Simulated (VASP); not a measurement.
All values below come from rev-vdW-DF2, VASP's PBE PAW potentials (set 64) (plane waves; VASP 6.6.1).

The input files of a VASP run:

POSCAR:
```
CdF2
1.0
  0.0000000000   2.7186012485   2.7186012485
  2.7186012485   0.0000000000   2.7186012485
  2.7186012485   2.7186012485   0.0000000000
Cd F
1 2
Cart
  0.0000000000   0.0000000000   0.0000000000
  1.3593006243   1.3593006243   1.3593006243
  4.0779018728   4.0779018728   4.0779018728
```

**INCAR**
```
SYSTEM  =  CdF2
PREC  =  Accurate; ENCUT  =  520; LREAL  =  F
LASPH  =  T
EDIFF  =  1E-7; NELM  =  100; ALGO  =  Normal
LMAXMIX  =  4
ISMEAR  =  0; SIGMA  =  0.05
GGA  =  MK; LUSE_VDW  =  T; AGGAC  =  0.0
PARAM1  =  0.1234568; PARAM2  =  0.7114; ZAB_VDW  =  -1.8867
ISIF  =  2
LWAVE  =  F; LCHARG  =  F
```

File KPOINTS:
```
K-points
0
gamma
  7 7 7
```

POTCAR, in this order: Cd F (PBE.64 set). Program: vasp_std.

Task: What does the run give for the energy per atom (σ→0)?

Result: 
The energy per atom (σ→0) comes out as -1.616 eV/atom.

### OSZICAR
```
...
DAV:   9    -0.484798770994E+01    0.10041E-01   -0.41511E-02   840   0.247E+00    0.102E-01
DAV:  10    -0.484834415716E+01   -0.35645E-03   -0.31355E-03   680   0.702E-01    0.102E-01
DAV:  11    -0.484838694201E+01   -0.42785E-04   -0.15894E-04   737   0.179E-01    0.443E-02
DAV:  12    -0.484839021895E+01   -0.32769E-05   -0.70790E-05   682   0.833E-02    0.134E-02
DAV:  13    -0.484839039007E+01   -0.17112E-06   -0.23608E-06   702   0.149E-02    0.665E-03
DAV:  14    -0.484839021633E+01    0.17373E-06   -0.49042E-07   684   0.129E-02    0.618E-04
DAV:  15    -0.484839021259E+01    0.37439E-08   -0.27064E-08   346   0.161E-03
   1 F= -.48483902E+01 E0= -.48483902E+01  d E =-.398700E-14
```

The compound is CdF2 in the fluorite structure. It was relaxed first.
